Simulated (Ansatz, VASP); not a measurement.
# H83C18N9O28 in two plane-wave programs, part 2 of 2

Aim: how closely do two programs agree when they are given the same cell, functional and k mesh? The structure shown is the start of the Ansatz relaxation below; VASP solves that cell, so the two are compared at the walk's first step.

VASP 6.6.1 and Ansatz 0.2.0.

So far: Starting point; Ansatz: relaxation, PBE with D3(BJ).

## (3) VASP: single point, PBE with D3(BJ), start cell

Level of this step: PBE with D3(BJ); plane waves and PAW (C, N, H, O) (VASP).

The same cell, functional, mesh and smearing now go to VASP, with its own data sets.

Lines of VASP's logs that name or quote its potential files are left out, and so is its time.

The input, INCAR:

```
SYSTEM = H83C18N9O28
PREC = Accurate
ENCUT = 520
EDIFF = 1E-06
NELM = 120
ISMEAR = 0
SIGMA = 0.05
LREAL = Auto
ALGO = Normal
GGA = PE
IVDW = 12
NBANDS = 280
LORBIT = 11
LWAVE = .FALSE.
LCHARG = .FALSE.
ISIF = 2
LASPH = .TRUE.
GGA_COMPAT = .FALSE.
EFERMI = MIDGAP
```

The input, POSCAR:

```
H83C18N9O28
1.0
   11.7567100000      0.0000000000      0.0000000000
    0.0000000000     11.7567100000      0.0000000000
    0.0000000000      0.0000000000     11.7567100000
C N H O
18 9 83 28
Direct
    0.1062201926      0.9557605827      0.6675762182
    0.0077232491      0.9234981555      0.7288178410
    0.6191187841      0.4936415034      0.5634059188
    0.5723625062      0.4833495085      0.6758268257
    0.7262235779      0.5433577931      0.0926024372
    0.7391863880      0.6686819697      0.1104135426
    0.6721608341      0.0795885924      0.7614800399
    0.7549220828      0.1724376973      0.7503034437
    0.9727381215      0.2404584276      0.9793811364
    0.9261859823      0.1260471680      0.0047802489
    0.0649501434      0.6764307361      0.2187516746
    0.0619816258      0.5636100576      0.1632089249
    0.1694776855      0.0435240811      0.2512777809
    0.2292818314      0.0345079533      0.3602623523
    0.9964012041      0.3836277326      0.5832924347
    0.0340401354      0.3038435072      0.4901286159
    0.5072592588      0.7649333870      0.8686698915
    0.4539365180      0.7611142913      0.7581542796
    0.9277000113      0.8998180613      0.7755571074
    0.5328276363      0.4709395741      0.7638531528
    0.7502524090      0.7681400664      0.1141560862
    0.8066372310      0.2546715875      0.7420358246
    0.9020040471      0.0304336843      0.0201927240
    0.0877371305      0.4831623813      0.1171501211
    0.2784962800      0.0351033580      0.4467831562
    0.0821403267      0.2697608430      0.4113395669
    0.4025020605      0.7517579323      0.6742787736
    0.0911819718      0.0348226672      0.6205817784
    0.1352929519      0.8828660399      0.6093371360
    0.1801099117      0.9814480412      0.7306125608
[... 102 atom lines left out ...]
    0.3000924578      0.9571640365      0.9473738827
    0.3224966849      0.1796505995      0.8812159184
    0.0808219306      0.8544822489      0.0135326975
    0.8411621959      0.6065642514      0.4117138213
    0.1913120252      0.6465924566      0.5941032823
    0.4111524398      0.2779178869      0.0838074597
```

The input, KPOINTS:

```
Automatic mesh
0
Gamma
1 1 1
0 0 0
```

Potentials, in the order of the species: C, N, H and O (PBE family, release 64).

The run is started by

```
> export OMP_NUM_THREADS=3
> mpirun -np 1 vasp_gam
```

Numbers of over 12 decimals in the logs are rounded to 6 here.

Log:

```text
[banner, memory and clock lines left out]
running    1 mpi-ranks, on    1 nodes
[...]
Offloading initialized ...    1 GPUs detected
[...]
LDA part: xc-table for (Slater+PW92), standard interpolation
 POSCAR, INCAR and KPOINTS ok, starting setup
[...]
entering main loop
       N       E                     dE             d eps       ncg     rms          rms(c)
DAV:   1     0.292769151938E+04    0.29277E+04   -0.18952E+05   576   0.120E+03
DAV:   2    -0.437821785777E+03   -0.33655E+04   -0.31980E+04   720   0.292E+02
DAV:   3    -0.806194860645E+03   -0.36837E+03   -0.36505E+03   696   0.101E+02
DAV:   4    -0.814044583080E+03   -0.78497E+01   -0.78200E+01   672   0.168E+01
[...]
DAV:  18    -0.738541557678E+03    0.41788E-05   -0.35586E-05   656   0.130E-02    0.114E-02
DAV:  19    -0.738541549958E+03    0.77203E-05   -0.79767E-06   640   0.100E-02    0.392E-03
DAV:  20    -0.738541549030E+03    0.92775E-06   -0.61879E-06   648   0.546E-03
   1 F= -.74372016E+03 E0= -.74372016E+03  d E =0.000000E+00
```

OUTCAR, selected parts (step 3):

```text
  FREE ENERGIE OF THE ION-ELECTRON SYSTEM (eV)
  ---------------------------------------------------
  free  energy   TOTEN  =      -743.7201608678 eV

  energy  without entropy=     -743.7201608678  energy(sigma->0) =     -743.72016087
```

The run ends at a pressure of -1.30 GPa, with forces up to 5.6 eV/Å.

## (4) Differences

Known differences besides the potentials themselves: the cutoff is 420 eV in Ansatz and 520 eV in VASP (PREC = Accurate, projectors in real space). Total energies have different zeros and are not compared.

Forces on 7 of the 138 atoms, those with the largest forces and the largest differences (eV/Å; atoms numbered as in POSCAR):

```
atom         Ansatz x, y, z           VASP x, y, z
  C1    2.890, 0.101, 0.265    2.879, 0.094, 0.285
  C2   3.102, 1.118, -1.857   3.662, 1.290, -2.183
  C8  -2.171, -1.887, 0.796  -2.449, -2.316, 0.837
 C11  -3.006, -1.708, 0.220  -2.991, -1.721, 0.212
 C12    0.336, 3.988, 2.263    0.168, 4.509, 2.561
 N19  -4.066, -1.277, 2.421  -4.618, -1.441, 2.744
 N24  0.344, -3.357, -2.036  0.514, -3.891, -2.333
```

The forces differ by 107 meV/Å r.m.s., which is 12.9 % of the r.m.s. force of 0.829 eV/Å (both taken over all components).

## (5) Results

```json
{
 "r.m.s. force difference (single point, PBE with D3(BJ), start cell)": "13 % of the r.m.s. force"
}
```

**Reading.** The r.m.s. force difference is 13 % of the r.m.s. force (single point, PBE with D3(BJ), start cell), beyond the 3 % picked in this series as the mark of a large difference. What causes the difference of the single point, PBE with D3(BJ), start cell pair stays open here. 1 further run of this series is not shown here. Such differences can come from data sets, numerical settings and the points named under the comparisons, not from the functional's error against experiment.

[Lines on the potential files, build, host, timing and source positions are cut from VASP's logs without a mark.]

[Logs are printed without paths, hosts, clocks, repeated set-up lines and the standing remarks that a program may print on its own settings, such as how far it seeks lower states.]

[Hosts, paths, dates, database ids (printed as entryN), source tags and the programs' standing remarks are cut or masked in the printed files.]
